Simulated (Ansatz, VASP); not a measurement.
Ta3Cu in VASP and in Ansatz

The input INCAR:

```
  PREC = Accurate
  ENCUT = 520
  EDIFF = 1E-7
  ISMEAR = -1
  SIGMA = 0.05
  LREAL = F
  LASPH = T
  NELM = 100
  ALGO = Normal
  ISIF = 2
  LWAVE = F
  LCHARG = F
  GGA = PE
  NBANDS = 30
```

The input KPOINTS:

```
Automatic mesh
0
Gamma
  9 9 9
```

The input POSCAR:

```
Ta3Cu
1.0
   -2.0458602655      2.0458602655      4.2907040909
    2.0458602655     -2.0458602655      4.2907040909
    2.0458602655      2.0458602655     -4.2907040909
Ta Cu
3 1
Direct
    0.5000000000      0.5000000000      0.0000000000
    0.2500000000      0.7500000000      0.5000000000
    0.7500000000      0.2500000000      0.5000000000
    0.0000000000      0.0000000000      0.0000000000
```

The input input.yaml:

```yaml
crystal:
  lattice:
    - [-2.0458602655, 2.0458602655, 4.2907040909]
    - [2.0458602655, -2.0458602655, 4.2907040909]
    - [2.0458602655, 2.0458602655, -4.2907040909]
  atoms:
    - { symbol: Ta, position: [0.5, 0.5, 0.0] }
    - { symbol: Ta, position: [0.25, 0.75, 0.5] }
    - { symbol: Ta, position: [0.75, 0.25, 0.5] }
    - { symbol: Cu, position: [0.0, 0.0, 0.0] }
hamiltonian:
  xc: pbe
  pseudopotentials: { kind: paw }
kpoints:
  mp_grid: { grid: [9, 9, 9] }
scf:
  occupations: { method: fermi_dirac, width: 0.05 }
output:
  forces: true
  stress: true
  eigenvalues: true
```

Change from the starting cell: volume scaled by 1.06.

Alike in both runs: task single point; functional PBE; k mesh 9 × 9 × 9; occupations fermi-dirac, width 0.05 eV; no spin polarisation.

|  | VASP | Ansatz |
| --- | --- | --- |
| version | VASP 6.6.1 | Ansatz 0.2.0 |
| potentials or method | VASP PAW PBE potentials, release 64 (Ta_pv, Cu) | Ansatz PAW |
| plane-wave cutoff (eV) | 520 | 420 |
| valence electrons in the cell | 44 | 58 |

Ansatz gave:

```
gap on the k mesh at the Fermi level (eV)       : none
pressure (GPa)                                  : -9.1
largest component of the traceless stress (GPa) : 0.06
```

Which values does VASP return?

gap on the k mesh at the Fermi level (eV): none; pressure (GPa): -8.9; largest component of the traceless stress (GPa): 0.15.

A gap of «none» marks a metal or a gap that the smearing closes. The two sets of potentials don't hold the same shells in valence.

Spin-orbit coupling is left out, which matters for the levels of Ta.
